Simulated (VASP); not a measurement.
Level of theory: optB88-vdW, VASP's PBE PAW potentials (set 64) (plane waves; VASP 6.6.1).

A VASP calculation is set up with these files.

**INCAR**
```
SYSTEM = Sb
PREC = Accurate; ENCUT = 520; LREAL = .FALSE.
LASPH = .TRUE.
EDIFF = 1E-7; NELM = 100; ALGO = Normal
LMAXMIX = 4
ISMEAR = -5
GGA = BO; LUSE_VDW = .TRUE.; AGGAC = 0.0
PARAM1 = 0.1833333333; PARAM2 = 0.22
ISIF = 2
LWAVE = .FALSE.; LCHARG = .TRUE.; LORBIT = 11
NEDOS = 601
```

File KPOINTS:
```
Automatic mesh
0
Gamma
8 8 8
0 0 0
```

File POSCAR:
```
Sb
8.0775620
  0.4999999820  -0.2720361531   0.0001475169
  0.4999999820   0.2720361531   0.0001475169
  0.3518605786   0.0000000000   0.4474346640
Sb
2
Cart
  0.3148001587   0.0000000000   0.1042602957
  1.0370603838   0.0000000000   0.3434694022
```

POTCAR, in this order: Sb (PBE.64 set). Program: vasp_std.

The resulting files:

### OSZICAR
```
       N       E                     dE             d eps       ncg     rms          rms(c)
DAV:   1     0.424459502313E+02    0.42446E+02   -0.36600E+03  1170   0.869E+02
DAV:   2    -0.269271831016E+01   -0.45139E+02   -0.44745E+02  1681   0.121E+02
DAV:   3    -0.428122234081E+01   -0.15885E+01   -0.15814E+01  1384   0.283E+01
DAV:   4    -0.430481542158E+01   -0.23593E-01   -0.23464E-01  1431   0.335E+00
DAV:   5    -0.430500993546E+01   -0.19451E-03   -0.19363E-03  1320   0.341E-01    0.238E+00
DAV:   6    -0.430373921449E+01    0.12707E-02   -0.63179E-03  1275   0.621E-01    0.147E+00
DAV:   7    -0.430494049661E+01   -0.12013E-02   -0.14584E-02  1257   0.965E-01    0.730E-02
DAV:   8    -0.430501125003E+01   -0.70753E-04   -0.36381E-04  1215   0.154E-01    0.292E-02
DAV:   9    -0.430503614298E+01   -0.24893E-04   -0.55014E-05  1257   0.641E-02    0.119E-02
DAV:  10    -0.430503730244E+01   -0.11595E-05   -0.62242E-06  1349   0.163E-02    0.246E-03
DAV:  11    -0.430503690476E+01    0.39768E-06   -0.66471E-07  1234   0.676E-03    0.661E-04
DAV:  12    -0.430503701469E+01   -0.10993E-06   -0.67100E-08   662   0.194E-03    0.208E-04
DAV:  13    -0.430503704001E+01   -0.25316E-07   -0.91040E-09   602   0.910E-04
   1 F= -.43050370E+01 E0= -.43050370E+01  d E =0.000000E+00
```

### OUTCAR
```
------------------------ aborting loop because EDIFF is reached ----------------------------------------
  FORCE on cell =-STRESS in cart. coord.  units (eV):
  Direction    XX          YY          ZZ          XY          YZ          ZX
  --------------------------------------------------------------------------------------
  Total        0.0549885      0.0005517      0.0065229      0.0000000      0.0000000      0.0180292
  in kB        1.3736807      0.0137815      0.1629492      0.0000000      0.0000000      0.4503921
  external PRESSURE =       0.5168038 kB  Pullay stress =       0.0000000 kB
  volume of cell :       64.14
      direct lattice vectors                 reciprocal lattice vectors
     4.038780855 -2.197388893  0.001191577     0.123828465 -0.227542790 -0.097378140
     4.038780855  2.197388893  0.001191577     0.123828465  0.227542790 -0.097378140
     2.842175639  0.000000000  3.614181239    -0.000081651  0.000000000  0.276752050
 POSITION                                       TOTAL-FORCE (eV/Angst)
 -----------------------------------------------------------------------------------
      2.54282      0.00000      0.84217        -0.002289      0.000000     -0.000758
      8.37692      0.00000      2.77440         0.002289      0.000000      0.000758
 -----------------------------------------------------------------------------------
    total drift:                               -0.000000     -0.000000     -0.000000
  FREE ENERGIE OF THE ION-ELECTRON SYSTEM (eV)
  ---------------------------------------------------
  free  energy   TOTEN  =        -4.3050370400 eV

  energy  without entropy=       -4.3050370400  energy(sigma->0) =       -4.30503704

 total charge

# of ion       s       p       d       tot
------------------------------------------
    1        1.228   1.140   0.030   2.398
    2        1.228   1.140   0.030   2.398
--------------------------------------------------
tot          2.456   2.281   0.060   4.797
```
(Selected blocks of OUTCAR.)

For a metal the tetrahedron method with Blöchl corrections gives inexact stress and forces.

The compound is Sb in the a7 structure. It was relaxed first, which changed the volume by +6 %.
